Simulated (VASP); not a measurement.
```
CELL_PARAMETERS angstrom
      5.50550     0.00000     0.00000
      0.00000     5.50550     0.00000
      0.00000     0.00000     5.50550
ATOMIC_POSITIONS crystal
  Cs 0.00000 0.00000 0.00000
  Pb 0.50000 0.50000 0.50000
  Cl 0.50000 0.00000 0.50000
  Cl 0.00000 0.50000 0.50000
  Cl 0.50000 0.50000 0.00000
```

All values below come from PBEsol GGA, VASP's PBE PAW potentials (set 64) (plane waves; VASP). Run with 520 eV cut-off, 4×4×4 Γ-centred mesh, Gaussian smearing of 0.050 eV, potentials Cs_sv Pb_d Cl.

Q: The job: CsPbCl3 (cubic perovskite), 5 atoms, PBEsol, static run, 520 eV, 4×4×4 Γ-centred mesh. Roughly how much core time does it take on a busy server core?

A: About 20 core-seconds (one run on a shared machine, a rough figure). It had 10 irreducible k-points, 26 bands, up to 4632 plane waves and 15 electronic steps.

The compound is CsPbCl3 in the cubic perovskite structure, the ideal cubic form; the compound distorts at low or room temperature. This cell is one point of a volume scan, at 0.94 of the reference volume.
